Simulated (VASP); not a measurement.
# Sc2I with vdW-DF-cx: from relaxation to properties, part 2 of 2

Aim: relax Sc2I, then compute properties on the relaxed cell. The cell is invented: other elements were put on sites of a known structure type. It may not be a known or stable phase. The atoms of the start are displaced at random from the sites of a P-3m1 cell.

VASP 6.6.1, plane waves and PAW; the level of theory is named at each step.

Still holding for the runs below: This run has no spin polarisation. Its electron count is odd, so without a moment it is a metal by construction. The k-mesh is coarse for a metal.

So far. Step 10 (Volume scan with vdW-DF-cx, volume scale 1): The run ends at a pressure of -0.02 GPa, with forces up to 0.026 eV/Å.

**11. Volume scan with vdW-DF-cx, volume scale 1.02**

The input, INCAR:

```
SYSTEM = Sc2I
PREC = Accurate
ENCUT = 400
EDIFF = 1E-06
NELM = 100
ISMEAR = -1
SIGMA = 0.05
LREAL = .FALSE.
ALGO = Normal
GGA = CX
AGGAC = 0
LUSE_VDW = .TRUE.
LASPH = .TRUE.
NBANDS = 20
LORBIT = 11
LWAVE = .FALSE.
LCHARG = .FALSE.
ISIF = 2
```

The input, POSCAR:

```
Sc2I
1.0
    3.6249943777      0.0000000000      0.0000000000
   -1.8124971888      3.1393372223      0.0000000000
    0.0000000000      0.0000000000      6.8541833873
Sc I
2 1
Direct
    0.6666666670      0.3333333330      0.8310881260
    0.3333333330      0.6666666670      0.1689118740
    0.0000000000      0.0000000000      0.5000000000
```

The input, KPOINTS:

```
Automatic mesh
0
Gamma
6 6 3
0 0 0
```

The projector-augmented-wave data sets are Sc_sv and I (PBE family, release 64).

On the command line:

```sh
$ mpirun -np 1 vasp_std
```

Elapsed: 30 s, on 1 MPI rank of Intel Xeon 6975P-C (Granite Rapids), shared host; peak memory 0.35 GiB.

The pressure falls from -0.02 to -1.04 GPa.

The run ends at a pressure of -1.04 GPa, with forces up to 0.051 eV/Å.

**12. Volume scan with vdW-DF-cx, volume scale 1.04**

INCAR is that of step 11.

The input, POSCAR:

```
Sc2I
1.0
    3.6485339618      0.0000000000      0.0000000000
   -1.8242669809      3.1597231002      0.0000000000
    0.0000000000      0.0000000000      6.8986923188
Sc I
2 1
Direct
    0.6666666670      0.3333333330      0.8310881260
    0.3333333330      0.6666666670      0.1689118740
    0.0000000000      0.0000000000      0.5000000000
```

KPOINTS is that of step 11.

On the command line:

```sh
$ mpirun -np 1 vasp_std
```

Run time: 34 s. Hardware: 1 MPI rank; peak memory 0.35 GiB.

The pressure falls from -1.04 to -1.97 GPa.

The run ends at a pressure of -1.97 GPa, with forces up to 0.077 eV/Å.

**13. Volume scan with vdW-DF-cx, volume scale 1.06**

A prediction first. A parabola through the 6 pressures of evenly scaled cells so far, P = -0.02 -54.2 t +115 t² GPa with t = ln(V/V₁) and V₁ the volume at scale 1, gives -2.79 GPa at t = +0.0583.

INCAR is that of step 12.

The input, POSCAR:

```
Sc2I
1.0
    3.6717736582      0.0000000000      0.0000000000
   -1.8358868291      3.1798492676      0.0000000000
    0.0000000000      0.0000000000      6.9426342189
Sc I
2 1
Direct
    0.6666666670      0.3333333330      0.8310881260
    0.3333333330      0.6666666670      0.1689118740
    0.0000000000      0.0000000000      0.5000000000
```

KPOINTS is that of step 12.

On the command line:

```sh
$ mpirun -np 1 vasp_std
```

It took 28 s on 1 MPI rank; peak memory 0.35 GiB.

The pressure falls from -1.97 to -2.81 GPa. The parabola predicted -2.79 GPa, +0.02 GPa off.

**14. The series together**

Times are for 1 MPI rank of Intel Xeon 6975P-C (Granite Rapids), shared host. The series side by side:

```tsv
no.	volume scale	energy above the lowest point (meV/atom)	pressure (GPa)	time	memory (GiB)
1	0.94	18.02	3.774	30 s	0.35
2	0.96	7.91	2.378	29 s	0.36
3	0.98	2.05	1.118	30 s	0.36
4	1	0	-0.01824	28 s	0.36
5	1.02	1.43	-1.045	30 s	0.35
6	1.04	5.98	-1.971	34 s	0.35
7	1.06	13.36	-2.807	28 s	0.35
```

**15. Fit for vdW-DF-cx**

This step: Birch-Murnaghan fit, vdW-DF-cx; plane waves and PAW; invented cell (VASP 6.6.1).

Derived from the runs above.

Numbers from this step:

| Quantity | Value |
| --- | --- |
| pressure derivative of the bulk modulus | 4.000 |
| r.m.s. error of the fit | 3.72e-6 eV/atom |
| minimum inside the sampled range | yes |
| bulk modulus | 54.02 GPa |
| equilibrium volume of the fit | 25.53 Å³/atom |

The energy above the fitted minimum by volume:

```tsv
volume (Å³/atom)	energy above the fitted minimum (eV/atom)
23.96	0.0180
24.47	0.00792
24.98	0.00206
25.49	3.2e-6
26.00	0.00143
26.51	0.00598
27.02	0.0134
```

The fitted volume lies +0.15 % from the relaxed one. At a finite cutoff and mesh the minimum of the energy and the zero of the stress don't quite coincide, and the relaxation stops at a threshold. The atoms bear forces along the scan, since they were held; freeing them would lower the modulus.

**16. Optical spectrum (vdW-DF-cx)**

This step: vdW-DF-cx; plane waves and PAW (Sc_sv, I); invented cell (VASP 6.6.1).

LOPTICS sums transitions from filled to empty bands. The mesh is finer than in the run before. NBANDS is raised for it.

Changes to INCAR since step 13:

```diff
@@ -13,3 +13,3 @@
 LASPH = .TRUE.
-NBANDS = 20
+NBANDS = 38
 LORBIT = 11
@@ -17,2 +17,4 @@
 LCHARG = .FALSE.
-ISIF = 2
+LOPTICS = .TRUE.
+NEDOS = 1500
+CSHIFT = 0.1
```

The input, POSCAR:

```
Sc2I
1.0
    3.6011450400      0.0000000000      0.0000000000
   -1.8005725200      3.1186830900      0.0000000000
    0.0000000000      0.0000000000      6.8090887700
Sc I
2 1
Direct
    0.6666666670      0.3333333330      0.8310881260
    0.3333333330      0.6666666670      0.1689118740
    0.0000000000      0.0000000000      0.5000000000
```

The input, KPOINTS:

```
Automatic mesh
0
Gamma
9 9 4
0 0 0
```

On the command line:

```sh
$ mpirun -np 1 vasp_std
```

Wall time 55 s (1 MPI rank); peak memory 0.46 GiB.

These are independent-particle spectra without excitons or local fields, and fine structure depends on the mesh and on CSHIFT. The intraband (Drude) part is not in this spectrum.

This step gave:

| Quantity | Value |
| --- | --- |
| bands | 38 |
| irreducible k-points | 43 |
| free energy (TOTEN) | -8.480 eV |
| energy at zero smearing | -8.466 eV |
| Fermi energy | 5.885 eV |
| pressure | -0.07877 GPa |

The imaginary dielectric function has structure finer than the step of the table below, so its rows give means over 1 eV, whole bins alone (the curve runs from 0 to 25.0 eV). Peaks (eV: height): xx 0.5: 23.2, 4.3: 11.1; zz 0.6: 30.9, 6.2: 11.9.

Table of imaginary dielectric function by photon energy; means over each step:

```tsv
photon energy (eV)	xx	zz
1	16.3	23.5
2	10.8	17.4
3	7.66	9.20
4	8.86	6.19
5	6.45	6.28
6	5.68	8.82
7	3.97	6.48
8	3.86	3.38
9	4.24	1.64
10	2.29	1.56
11	1.57	1.78
12	1.15	1.10
13	0.784	0.927
14	0.493	0.460
15	0.342	0.319
16	0.260	0.256
17	0.296	0.170
18	0.151	0.163
19	0.0993	0.106
20	0.0853	0.0814
21	0.0771	0.0515
22	0.0254	0.0279
23	0.0297	0.0155
24	0.0170	0.0113
```

Real dielectric function against photon energy:

```tsv
photon energy (eV)	xx	zz
0.0	50.1	46.7
0.5	23.0	39.4
1.0	11.8	17.1
1.5	7.57	9.04
2.0	4.93	5.05
2.5	3.94	-0.315
3.0	4.34	0.524
3.5	3.83	0.204
4.0	4.26	1.27
4.5	-0.769	2.00
5.0	1.10	2.81
5.5	-0.213	2.31
6.0	0.567	4.51
6.5	-1.12	-2.64
7.0	-0.468	-2.99
7.5	-0.109	-3.39
8.0	0.536	-3.61
8.5	-0.804	-2.56
9.0	0.0105	-1.66
9.5	-2.19	-1.30
10.0	-2.27	-0.573
10.5	-1.46	-0.544
11.0	-0.797	-1.25
11.5	-1.23	-1.15
12.0	-1.07	-0.664
12.5	-0.833	-0.803
13.0	-0.758	-0.765
13.5	-0.584	-0.777
14.0	-0.358	-0.492
14.5	-0.288	-0.369
15.0	-0.192	-0.126
15.5	-0.0199	-0.109
16.0	0.0515	-8.1e-4
16.5	0.198	0.0727
17.0	0.220	0.179
17.5	0.174	0.259
18.0	0.273	0.296
18.5	0.348	0.339
19.0	0.446	0.413
19.5	0.495	0.461
20.0	0.532	0.529
20.5	0.618	0.560
21.0	0.600	0.600
21.5	0.660	0.663
22.0	0.722	0.707
22.5	0.782	0.763
23.0	0.831	0.814
23.5	0.864	0.863
24.0	0.915	0.917
24.5	0.974	0.972
```

**17. Band structure (TB-mBJ)**

This step: TB-mBJ; plane waves and PAW (Sc_sv, I); invented cell (VASP 6.6.1).

The mesh alone shows little of the dispersion and can miss band extrema, so KPOINTS_OPT adds a path through the symmetry points after the self-consistent cycle. TB-mBJ is a local potential fitted to gaps: it costs far less than a hybrid but gives no energy.

The input, INCAR:

```
SYSTEM = Sc2I
PREC = Accurate
ENCUT = 400
EDIFF = 1E-06
NELM = 150
ISMEAR = -1
SIGMA = 0.05
LREAL = .FALSE.
ALGO = Normal
METAGGA = MBJ
LASPH = .TRUE.
NBANDS = 27
LORBIT = 11
LWAVE = .FALSE.
LCHARG = .FALSE.
```

POSCAR is that of step 16.

The input, KPOINTS:

```
Automatic mesh
0
Gamma
6 6 3
0 0 0
```

The input, KPOINTS_OPT:

```
Line mode
16
Line-mode
Reciprocal
  0.00000000   0.00000000   0.00000000 GAMMA
  0.50000000   0.00000000   0.00000000 M

  0.50000000   0.00000000   0.00000000 M
  0.33333333   0.33333333   0.00000000 K

  0.33333333   0.33333333   0.00000000 K
  0.00000000   0.00000000   0.00000000 GAMMA

  0.00000000   0.00000000   0.00000000 GAMMA
  0.00000000   0.00000000   0.50000000 A

  0.00000000   0.00000000   0.50000000 A
  0.50000000   0.00000000   0.50000000 L

  0.50000000   0.00000000   0.50000000 L
  0.33333333   0.33333333   0.50000000 H

  0.33333333   0.33333333   0.50000000 H
  0.00000000   0.00000000   0.50000000 A

  0.50000000   0.00000000   0.50000000 L
  0.50000000   0.00000000   0.00000000 M

  0.33333333   0.33333333   0.00000000 K
  0.33333333   0.33333333   0.50000000 H
```

On the command line:

```sh
$ mpirun -np 1 vasp_std
```

Wall time 63 s (1 MPI rank); peak memory 0.19 GiB.

This functional is a potential without an energy, so its energies, forces and stress mean nothing and are not read.

Numbers from this step:

| Property | Result |
| --- | --- |
| SCF cycles | 25 |
| bands | 27 |
| irreducible k-points | 17 |
| Fermi energy | 5.731 eV |

The electronic bands at the labelled points (eV, zero at the Fermi level; # counts the bands kept):

```tsv
point	#3	#4	#5	#6	#7	#8	#9	#10
Γ	-2.39	-2.39	-0.54	0.94	0.94	1.23	1.23	1.45
0.53 of the way	-3.17	-2.08	-0.47	0.40	1.17	1.35	1.40	1.76
M	-3.67	-1.11	-0.36	-0.30	1.15	1.51	1.70	2.07
0.47 of the way	-4.66	-0.82	-0.21	-0.21	0.82	1.21	1.41	2.32
K	-5.20	-0.50	-0.10	-0.10	0.74	0.74	1.30	2.43
0.53 of the way	-3.58	-2.04	-0.38	0.40	1.19	1.30	1.41	1.53
Γ	-2.39	-2.39	-0.54	0.94	0.94	1.23	1.23	1.45
0.47 of the way	-2.41	-2.41	-0.76	1.02	1.02	1.30	1.30	1.54
A	-2.43	-1.75	-1.43	1.01	1.01	1.60	1.60	1.66
0.47 of the way	-3.04	-1.53	-0.76	0.27	0.86	1.27	1.46	1.72
L	-3.65	-1.15	-0.59	-0.20	0.89	1.06	1.18	2.77
0.47 of the way	-4.66	-0.91	-0.49	-0.21	1.08	1.19	1.52	2.40
H	-5.23	-0.39	-0.39	-0.39	1.24	1.24	1.56	2.56
0.53 of the way	-3.60	-1.45	-0.57	0.15	0.79	1.22	1.72	1.88
A	-2.43	-1.75	-1.43	1.01	1.01	1.60	1.60	1.66
jump to L	-3.65	-1.15	-0.59	-0.20	0.89	1.06	1.18	2.77
0.53 of the way	-3.66	-1.11	-0.47	-0.30	1.17	1.22	1.31	2.47
M	-3.67	-1.11	-0.36	-0.30	1.15	1.51	1.70	2.07
jump to K	-5.20	-0.50	-0.10	-0.10	0.74	0.74	1.30	2.43
0.47 of the way	-5.22	-0.45	-0.25	-0.25	0.98	0.98	1.40	2.45
H	-5.23	-0.39	-0.39	-0.39	1.24	1.24	1.56	2.56
```

Of the projections kept (Sc, I), the largest for each band there; the rest of the weight can lie on other orbitals:

```tsv
point	#3	#4	#5	#6	#7	#8	#9	#10
Γ	I 0.92	I 0.92	Sc 0.93	Sc 0.98	Sc 0.98	Sc 0.98	Sc 0.98	Sc 0.94
M	I 0.91	Sc 0.96	Sc 0.98	Sc 0.93	Sc 0.78	Sc 1.00	Sc 0.95	Sc 0.88
K	I 0.85	Sc 0.99	Sc 0.98	Sc 0.98	Sc 0.91	Sc 0.91	Sc 0.95	Sc 0.98
Γ	I 0.92	I 0.92	Sc 0.93	Sc 0.98	Sc 0.98	Sc 0.98	Sc 0.98	Sc 0.94
A	I 0.89	Sc 0.65	Sc 0.96	Sc 0.99	Sc 0.99	Sc 0.91	Sc 0.91	Sc 1.00
L	I 0.92	Sc 0.95	Sc 0.97	Sc 1.00	Sc 0.91	Sc 0.98	Sc 0.89	Sc 1.00
```

There is no gap at this level.

**18. Outcome**

```
relaxed volume                                                           : 25.49 Å³/atom
relaxed conventional cell a, b, c                                        : 3.601, 3.601, 6.809 Å; angles 90.0, 90.0, 120.0°
space group after relaxing, within 0.02 Å (lengths above averaged to it) : P-3m1 (No. 164)
band gap                                                                 : none, a metal
DOS at the Fermi level                                                   : 3.25 states/eV/cell
bulk modulus from the fit                                                : 54.0 GPa
volume from the fit                                                      : 25.5 Å³/atom
band gap (TB-mBJ)                                                        : none, a metal
```

What this shows: With vdW-DF-cx, Sc2I relaxes to 25.49 Å³/atom in space group P-3m1, comes out as a metal and has a bulk modulus of 54.0 GPa at fixed shape and positions, an upper bound. Band structure (vdW-DF-cx): Of the bands kept, 1 crosses the Fermi level on this path. Band structure (TB-mBJ): Of the bands kept, 1 crosses the Fermi level on this path. The other levels ran on the cell relaxed with vdW-DF-cx, and without spin-orbit coupling unless named. Spin-orbit coupling is left out, and with elements this heavy it would split and shift bands near the Fermi level. The k-sampling is coarse for a metal, so the Fermi level, pressures and the shape of the cell carry errors. With an odd electron count and no spin the cell is a metal by construction. No search among competing phases was made. All values are for a static lattice at zero temperature.

[Lines on the potential files, build, host, timing and source positions are cut from VASP's logs without a mark.]

[Logs are printed without paths, hosts, clocks, repeated set-up lines and the standing remarks that a program may print on its own settings, such as how far it seeks lower states.]

[Hosts, paths, dates, database ids (printed as entryN), source tags and the programs' standing remarks are cut or masked in the printed files.]

[A measured line is paired with the nearest computed mode of its activity, which favours agreement.]
